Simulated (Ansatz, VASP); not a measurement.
## Si2W: VASP beside Ansatz

Wanted: the spread between two codes on one cell, functional and k mesh. The cell is taken from a series of runs on this material, whose earlier steps may have relaxed, scaled, displaced or heated it; both programs get it as it stands.

Main program and level: Ansatz 0.2.0; plane waves, with VASP 6.6.1 beside it; zone-centre phonons at PBEsol.

### Step 1. Starting point

It takes space group I4/mmm (No. 139, tetragonal). Conventional cell: a = 3.171 Å, b = 3.171 Å, c = 7.845 Å, α = 90.00°, β = 90.00°, γ = 90.00°. Nearest to Si lie 5 W at 2.59 to 2.62 Å and 5 Si at 2.60 Å. Nearest to W lie 10 Si at 2.59 to 2.62 Å. Farther neighbours are not listed.

### Step 2. VASP: zone-centre phonons, PBEsol

Second derivatives magnify differences that forces hide, and they need a tight electronic threshold.

Lines of VASP's logs that name or quote its potential files are left out, and so is its time.

INCAR

```
SYSTEM = Si2W
PREC = Accurate
ENCUT = 600
EDIFF = 1E-08
NELM = 120
ISMEAR = 1
SIGMA = 0.2
LREAL = .FALSE.
ALGO = Normal
GGA = PS
NBANDS = 13
LASPH = .TRUE.
LORBIT = 11
LWAVE = .FALSE.
LCHARG = .FALSE.
ISIF = 2
IBRION = 8
GGA_COMPAT = .FALSE.
KPAR = 2
```

POSCAR

```
Si2W
1.0
   -1.5854570948      1.5854570948      3.9225578708
    1.5854570948     -1.5854570948      3.9225578708
    1.5854570948      1.5854570948     -3.9225578708
Si W
2 1
Direct
    0.3342925984      0.3342925984      0.0000000000
    0.6657074016      0.6657074016      0.0000000000
    0.0000000000      0.0000000000      0.0000000000
```

KPOINTS

```
Automatic mesh
0
Gamma
20 20 20
0 0 0
```

PAW data sets: Si and W (PBE family, release 64).

Run with:

```sh
$ mpirun -np 2 vasp_std
```

Numbers of over 12 decimals in the logs are rounded to 6 here.

The log of the run:

```text
[banner, memory and clock lines left out]
running    2 mpi-ranks, on    1 nodes
 distrk:  each k-point on    1 cores,    2 groups
 distr:  one band on    1 cores,    1 groups

 POSCAR found type information on POSCAR SiW
 POSCAR found :  2 types and       3 ions
|                                                                             |
|               ----> ADVICE to this user running VASP <----                  |
|                                                                             |
|     You enforced a specific xc type in the INCAR file but a different       |
|     [... a line on the potential file left out ...]
|     I HOPE YOU KNOW WHAT YOU ARE DOING!                                     |
|                                                                             |

 LDA part: xc-table for (Slater+PW92), standard interpolation
 POSCAR, INCAR and KPOINTS ok, starting setup
 FFT: planning ... GRIDC
 FFT: planning ... GRID_SOFT
 FFT: planning ... GRID
 WAVECAR not read
 entering main loop
       N       E                     dE             d eps       ncg     rms          rms(c)
DAV:   1     0.336826963340E+02    0.33683E+02   -0.66207E+03 16666   0.106E+03
DAV:   2    -0.247165674214E+02   -0.58399E+02   -0.53348E+02 20410   0.204E+02
DAV:   3    -0.275388601956E+02   -0.28223E+01   -0.27297E+01 22838   0.355E+01
DAV:   4    -0.275799306715E+02   -0.41070E-01   -0.41008E-01 19945   0.485E+00
DAV:   5    -0.275805351021E+02   -0.60443E-03   -0.60422E-03 23617   0.524E-01    0.274E+01
DAV:   6    -0.268602481604E+02    0.72029E+00   -0.19658E+00 24784   0.895E+00    0.117E+01
DAV:   7    -0.267355009966E+02    0.12475E+00   -0.20606E-01 18967   0.302E+00    0.554E+00
DAV:   8    -0.267123255051E+02    0.23175E-01   -0.38839E-02 21836   0.144E+00    0.516E-01
DAV:   9    -0.267119637086E+02    0.36180E-03   -0.20811E-03 19932   0.313E-01    0.287E-01
DAV:  10    -0.267119274299E+02    0.36279E-04   -0.35470E-04 21176   0.120E-01    0.681E-02
DAV:  11    -0.267119098716E+02    0.17558E-04   -0.52829E-05 20747   0.508E-02    0.221E-02
DAV:  12    -0.267119100981E+02   -0.22653E-06   -0.16163E-06 20757   0.101E-02    0.963E-03
DAV:  13    -0.267119098463E+02    0.25176E-06   -0.10803E-07 21444   0.237E-03    0.162E-03
DAV:  14    -0.267119098265E+02    0.19787E-07   -0.55000E-09 13501   0.542E-04    0.247E-04
DAV:  15    -0.267119098303E+02   -0.37837E-08   -0.68479E-10 10718   0.270E-04
   1 F= -.26711910E+02 E0= -.26712191E+02  d E =0.843314E-03
 Linear response reoptimize wavefunctions to high precision
DAV:   1    -0.267119098381E+02   -0.77728E-08   -0.12216E-10 12729   0.911E-05
DAV:   2    -0.267119098381E+02    0.00000E+00   -0.17149E-11 10193   0.414E-05
 Linear response DOF=           4
 Linear response progress:
  Degree of freedom:   1/  4
       N       E                     dE             d eps       ncg     rms          rms(c)
RMM:   1    -0.178502453814E-01   -0.17850E-01    0.14877E-02135989   0.889E-01
RMM:   2    -0.164873864198E-01    0.13629E-02   -0.63340E-04 88347   0.214E-01    0.946E-02
RMM:   3    -0.165621099721E-01   -0.74724E-04   -0.14013E-04 89101   0.611E-02    0.517E-02
RMM:   4    -0.167223305318E-01   -0.16022E-03   -0.90081E-05 88601   0.461E-02    0.117E-02
RMM:   5    -0.167068512030E-01    0.15479E-04   -0.16463E-06 92678   0.916E-03    0.118E-03
RMM:   6    -0.167120753914E-01   -0.52242E-05   -0.22281E-07 93555   0.164E-03    0.692E-04
RMM:   7    -0.167115179710E-01    0.55742E-06    0.69123E-09 94922   0.384E-04    0.600E-05
RMM:   8    -0.167119542708E-01   -0.43630E-06   -0.85468E-09 96191   0.123E-04    0.156E-05
RMM:   9    -0.167119220057E-01    0.32265E-07   -0.10632E-09 99227   0.331E-05    0.263E-06
RMM:  10    -0.167119291106E-01   -0.71049E-08   -0.30862E-09 99489   0.146E-05    0.111E-06
 first order change of Fermi-energy   0.11958E-04
 force on displaced ion       1 direction 1 :  -9.575   0.000  -0.000
 Linear response progress:
  Degree of freedom:   2/  4
       N       E                     dE             d eps       ncg     rms          rms(c)
RMM:   1    -0.254854874210E-01   -0.25485E-01    0.38259E-02 41909   0.111E+00
RMM:   2    -0.227993483979E-01    0.26861E-02   -0.11614E-03 26754   0.281E-01    0.154E-01
RMM:   3    -0.227746349891E-01    0.24713E-04   -0.54221E-04 26710   0.113E-01    0.109E-01
RMM:   4    -0.228524370032E-01   -0.77802E-04   -0.57472E-05 27886   0.375E-02    0.478E-02
RMM:   5    -0.229008636124E-01   -0.48427E-04   -0.57539E-06 27761   0.116E-02    0.136E-02
RMM:   6    -0.229034386990E-01   -0.25751E-05   -0.45358E-07 28209   0.350E-03    0.201E-03
RMM:   7    -0.229013596569E-01    0.20790E-05   -0.40804E-08 28769   0.127E-03    0.612E-04
RMM:   8    -0.229013304639E-01    0.29193E-07    0.22357E-09 29571   0.231E-04    0.130E-04
RMM:   9    -0.229015483502E-01   -0.21789E-06   -0.39178E-09 29461   0.624E-05    0.153E-05
RMM:  10    -0.229015400369E-01    0.83134E-08   -0.22215E-09 30694   0.208E-05    0.501E-06
 first order change of Fermi-energy  -0.45174E+00
 force on displaced ion       1 direction 3 :  -0.000  -0.000 -14.262
 Linear response progress:
  Degree of freedom:   3/  4
       N       E                     dE             d eps       ncg     rms          rms(c)
RMM:   1    -0.121203117352E+00   -0.12120E+00   -0.10413E-01 59251   0.180E+00
RMM:   2    -0.120154466037E+00    0.10487E-02   -0.13369E-03 47253   0.263E-01    0.157E-01
RMM:   3    -0.119773268405E+00    0.38120E-03   -0.20470E-04 48389   0.812E-02    0.889E-02
RMM:   4    -0.119875075731E+00   -0.10181E-03   -0.26228E-04 47773   0.948E-02    0.122E-02
RMM:   5    -0.119865497579E+00    0.95782E-05   -0.67352E-06 51772   0.169E-02    0.350E-03
RMM:   6    -0.119871063372E+00   -0.55658E-05   -0.13762E-07 50814   0.222E-03    0.801E-04
RMM:   7    -0.119870816166E+00    0.24721E-06   -0.97152E-09 52766   0.564E-04    0.122E-04
RMM:   8    -0.119870731765E+00    0.84401E-07   -0.28222E-09 52787   0.129E-04    0.376E-05
RMM:   9    -0.119870493533E+00    0.23823E-06   -0.27977E-09 54520   0.517E-05    0.595E-06
RMM:  10    -0.119870449677E+00    0.43856E-07   -0.96640E-10 55391   0.282E-05    0.243E-06
RMM:  11    -0.119870468200E+00   -0.18523E-07   -0.27286E-09 53438   0.222E-05    0.178E-07
RMM:  12    -0.119870469322E+00   -0.11217E-08   -0.15079E-09 37567   0.188E-05    0.766E-08
 first order change of Fermi-energy  -0.85326E-03
 force on displaced ion       3 direction 1 : -12.066  -0.000   0.000
 Linear response progress:
  Degree of freedom:   4/  4
       N       E                     dE             d eps       ncg     rms          rms(c)
RMM:   1    -0.138448081942E+00   -0.13845E+00   -0.12844E-01 32677   0.186E+00
RMM:   2    -0.133670726387E+00    0.47774E-02   -0.22302E-03 25823   0.323E-01    0.182E-01
RMM:   3    -0.133013242193E+00    0.65748E-03   -0.79785E-04 26823   0.134E-01    0.963E-02
RMM:   4    -0.133038773327E+00   -0.25531E-04   -0.27334E-04 26813   0.904E-02    0.291E-02
RMM:   5    -0.133095318649E+00   -0.56545E-04   -0.44256E-05 26575   0.392E-02    0.679E-03
RMM:   6    -0.133105735731E+00   -0.10417E-04   -0.85238E-07 29197   0.546E-03    0.180E-03
RMM:   7    -0.133098496294E+00    0.72394E-05   -0.14934E-07 27627   0.183E-03    0.216E-04
RMM:   8    -0.133099005477E+00   -0.50918E-06   -0.51307E-09 29217   0.301E-04    0.110E-04
RMM:   9    -0.133099090289E+00   -0.84812E-07   -0.55572E-09 29740   0.766E-05    0.508E-05
RMM:  10    -0.133099085049E+00    0.52401E-08   -0.42523E-09 29899   0.426E-05    0.456E-06
 first order change of Fermi-energy   0.50719E-03
 force on displaced ion       3 direction 3 :  -0.000  -0.000 -15.231
 Linear response finished
```

OUTCAR, selected parts (step 2):

```text
ion  position               nearest neighbor table
   1  0.334  0.334  0.000-   3 2.59   3 2.59   3 2.59   3 2.59   2 2.60   2 2.60   2 2.60   2 2.60
                             2 2.60   3 2.62
   2  0.666  0.666  0.000-   3 2.59   3 2.59   3 2.59   3 2.59   1 2.60   1 2.60   1 2.60   1 2.60
                             1 2.60   3 2.62
   3  0.000  0.000  0.000-   2 2.59   1 2.59   2 2.59   1 2.59   2 2.59   1 2.59   1 2.59   2 2.59
                             1 2.62   2 2.62

  LATTYP: Found a body centered tetragonal cell.
 ALAT       =     3.1709141896
 C/A-ratio  =     2.4740864219

 Subroutine GETGRP returns: Found 16 space group operations
 (whereof 16 operations were pure point group operations)

The static configuration has the point symmetry D_4h.

 Found    641 irreducible k-points:

   k-points           NKPTS =    641   k-points in BZ     NKDIM =    641   number of bands    NBANDS=     13

   dimension x,y,z NGX =    36 NGY =   36 NGZ =   36
   dimension x,y,z NGXF=    72 NGYF=   72 NGZF=   72

   ENCUT  =  600.0 eV  44.10 Ry    6.64 a.u.   9.02  9.02  9.02*2*pi/ulx,y,z

   NELECT =      14.0000    total number of electrons

 k-points in reciprocal lattice and weights: Automatic mesh
   0.00000000  0.00000000  0.00000000       0.000
   0.05000000 -0.00000000  0.00000000       0.001
   0.10000000  0.00000000 -0.00000000       0.001
   0.15000000  0.00000000  0.00000000       0.001
   0.20000000  0.00000000 -0.00000000       0.001
   0.25000000  0.00000000  0.00000000       0.001
   0.30000000  0.00000000  0.00000000       0.001
   0.35000000 -0.00000000  0.00000000       0.001
   0.40000000  0.00000000 -0.00000000       0.001
[...]
-0.45000000 -0.45000000  0.45000000       0.000
   0.50000000  0.50000000  0.50000000       0.000

 average (electrostatic) potential at core
       1 -78.7412       2 -78.7412       3 -34.2439

  Total        1.3187291      1.3187291     -0.0572974      0.0000000     -0.0000000      0.0000000
  in kB       53.5707616     53.5707616     -2.3275940      0.0000000     -0.0000000      0.0000000
  external PRESSURE =      34.9379764 kB  Pullay stress =       0.0000000 kB

  energy-cutoff  :      600.00
  volume of cell :       39.44
      direct lattice vectors                 reciprocal lattice vectors
    -1.585457095  1.585457095  3.922557871     0.000000000  0.315366465  0.127467845
     1.585457095 -1.585457095  3.922557871     0.315366465  0.000000000  0.127467845
     1.585457095  1.585457095 -3.922557871     0.315366465  0.315366465  0.000000000

 POSITION                                       TOTAL-FORCE (eV/Angst)
 -----------------------------------------------------------------------------------
      0.00000      0.00000      2.62256        -0.000000     -0.000000      0.002645
      0.00000      0.00000      5.22255         0.000000      0.000000     -0.002645
      0.00000      0.00000      0.00000         0.000000      0.000000      0.000000
 -----------------------------------------------------------------------------------
    total drift:                                0.000000      0.000000     -0.000000

 Eigenvectors and eigenvalues of the dynamical matrix
 ----------------------------------------------------

   1 f  =   13.489473 THz    84.756860 2PiTHz  449.960392 cm-1    55.787953 meV
             X         Y         Z           dx          dy          dz
      0.000000  0.000000  2.622564    -0.000000   -0.000000   -0.707107
      0.000000  0.000000  5.222552    -0.000000    0.000000    0.707107
      0.000000  0.000000  0.000000     0.000000    0.000000    0.000000

   2 f  =   10.684482 THz    67.132580 2PiTHz  356.395954 cm-1    44.187447 meV
             X         Y         Z           dx          dy          dz
      0.000000  0.000000  2.622564     0.707107    0.000000   -0.000000
      0.000000  0.000000  5.222552    -0.707107   -0.000000    0.000000
      0.000000  0.000000  0.000000    -0.000000   -0.000000    0.000000

   3 f  =   10.684482 THz    67.132580 2PiTHz  356.395954 cm-1    44.187447 meV
             X         Y         Z           dx          dy          dz
      0.000000  0.000000  2.622564    -0.000000    0.707107   -0.000000
      0.000000  0.000000  5.222552     0.000000   -0.707107   -0.000000
      0.000000  0.000000  0.000000     0.000000    0.000000    0.000000

   4 f  =    9.300996 THz    58.439879 2PiTHz  310.247818 cm-1    38.465810 meV
             X         Y         Z           dx          dy          dz
      0.000000  0.000000  2.622564    -0.000000   -0.000000   -0.618851
      0.000000  0.000000  5.222552    -0.000000   -0.000000   -0.618851
      0.000000  0.000000  0.000000    -0.000000    0.000000    0.483783

   5 f  =    8.278421 THz    52.014854 2PiTHz  276.138405 cm-1    34.236783 meV
             X         Y         Z           dx          dy          dz
      0.000000  0.000000  2.622564     0.230950    0.574138    0.000000
      0.000000  0.000000  5.222552     0.230950    0.574138    0.000000
      0.000000  0.000000  0.000000    -0.180548   -0.448840    0.000000

   6 f  =    8.278421 THz    52.014854 2PiTHz  276.138405 cm-1    34.236783 meV
             X         Y         Z           dx          dy          dz
      0.000000  0.000000  2.622564    -0.574138    0.230950    0.000000
      0.000000  0.000000  5.222552    -0.574138    0.230950   -0.000000
      0.000000  0.000000  0.000000     0.448840   -0.180548    0.000000

   7 f/i=    0.000259 THz     0.001630 2PiTHz    0.008653 cm-1     0.001073 meV
             X         Y         Z           dx          dy          dz
      0.000000  0.000000  2.622564     0.000000   -0.000000    0.342086
      0.000000  0.000000  5.222552     0.000000   -0.000000    0.342086
      0.000000  0.000000  0.000000     0.000000   -0.000000    0.875188

   8 f/i=    0.000322 THz     0.002026 2PiTHz    0.010754 cm-1     0.001333 meV
             X         Y         Z           dx          dy          dz
      0.000000  0.000000  2.622564     0.334685   -0.070807   -0.000000
      0.000000  0.000000  5.222552     0.334685   -0.070807   -0.000000
      0.000000  0.000000  0.000000     0.856230   -0.181147   -0.000000

   9 f/i=    0.000322 THz     0.002026 2PiTHz    0.010754 cm-1     0.001333 meV
             X         Y         Z           dx          dy          dz
      0.000000  0.000000  2.622564     0.070807    0.334685    0.000000
      0.000000  0.000000  5.222552     0.070807    0.334685    0.000000
      0.000000  0.000000  0.000000     0.181147    0.856230    0.000000

 ELASTIC MODULI CONTR FROM IONIC RELAXATION (kBar)
 Direction    XX          YY          ZZ          XY          YZ          ZX
 --------------------------------------------------------------------------------
 XX         -32.1504    -32.1504    -38.3351      0.0000     -0.0000     -0.0000
 YY         -32.1504    -32.1504    -38.3351      0.0000     -0.0000     -0.0000
 ZZ         -38.3351    -38.3351    -45.7095      0.0000     -0.0000     -0.0000
 XY           0.0000      0.0000      0.0000      0.0000      0.0000      0.0000
 YZ          -0.0000     -0.0000     -0.0000      0.0000    -34.0767     -0.0000
 ZX          -0.0000     -0.0000     -0.0000      0.0000     -0.0000    -13.8063
 --------------------------------------------------------------------------------
```

[end of part 1 of 2]

[Lines on the potential files, build, host, timing and source positions are cut from VASP's logs without a mark.]

[Logs are printed without paths, hosts, clocks, repeated set-up lines and the standing remarks that a program may print on its own settings, such as how far it seeks lower states.]

[Hosts, paths, dates, database ids (printed as entryN), source tags and the programs' standing remarks are cut or masked in the printed files.]
